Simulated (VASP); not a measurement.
Given:

```xyz
1
Lattice="-1.4350 1.4350 1.4350 1.4350 -1.4350 1.4350 1.4350 1.4350 -1.4350" Properties=species:S:1:pos:R:3 pbc="T T T"
Fe     0.0000     0.0000     0.0000
```
Starting moments (μB, in the order of the record's atoms Fe): 2.5.

Calculation: revPBE GGA, VASP's PBE PAW potentials (set 64) (plane waves; VASP 6.6.1). Run with 400 eV cut-off, 16×16×16 Γ-centred mesh, first-order Methfessel-Paxton smearing of 0.10 eV, potentials Fe.

Give the stress tensor in GPa (positive for a compressed cell).

```
-3.36   0.00   0.00
 0.00  -3.36   0.00
 0.00   0.00  -3.36
```
The pressure is its mean diagonal, -3.36 GPa.

The compound is Fe in the bcc structure. The cell was not relaxed at this level. The run is one of a series of settings (GGA = RE against the base run), some of them coarse on purpose.
